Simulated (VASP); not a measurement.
A convergence study with VASP on WSe$_{2}$ (2H layered): one setting is varied, all else stays as given below, so the limit is that of these other settings. Each run relaxes cell and ions from the cell shown. The basis is that of the starting cell, so low cut-offs carry a Pulay error.

```yaml
crystal:
  lattice:
    - [1.64000, -2.84056, 0.00000]
    - [1.64000, 2.84056, 0.00000]
    - [0.00000, 0.00000, 12.96000]
  atoms:
    - { symbol: W, position: [0.33333, 0.66667, 0.25000] }
    - { symbol: W, position: [0.66667, 0.33333, 0.75000] }
    - { symbol: Se, position: [0.33333, 0.66667, 0.87900] }
    - { symbol: Se, position: [0.66667, 0.33333, 0.37900] }
    - { symbol: Se, position: [0.66667, 0.33333, 0.12100] }
    - { symbol: Se, position: [0.33333, 0.66667, 0.62100] }
```

Calculation: LDA (Ceperley-Alder, Perdew-Zunger), VASP's LDA PAW potentials (set 64) (plane waves; VASP). The tightest run used: 700 eV cut-off, 7×7×2 Γ-centred mesh, Gaussian smearing of 0.050 eV, potentials W_sv Se.

```json
[
 {"setting": "ENCUT = 150", "relaxed volume (Å³/atom)": "16.736", "E (eV/atom)": "-8.4427", "plane waves": "523"},
 {"setting": "ENCUT = 200", "relaxed volume (Å³/atom)": "18.857", "E (eV/atom)": "-8.0895", "plane waves": "792"},
 {"setting": "ENCUT = 250", "relaxed volume (Å³/atom)": "19.429", "E (eV/atom)": "-8.0830", "plane waves": "1114"},
 {"setting": "ENCUT = 300", "relaxed volume (Å³/atom)": "19.494", "E (eV/atom)": "-8.0830", "plane waves": "1444"}
]
```

Question: These are the cheaper rows. Estimate the results at ENCUT = 700, and how far the last row shown lies from them.

Answer: 
```csv
quantity,tightest run,last row shown is off by
relaxed volume (Å³/atom),19.617,-0.123
E (eV/atom),-8.0826,-0.0004
```

Left out are rungs that failed or repeat a setting and relaxations that didn't move; long series are thinned to 24 rows.

The compound is WSe2 in the 2H layered structure.
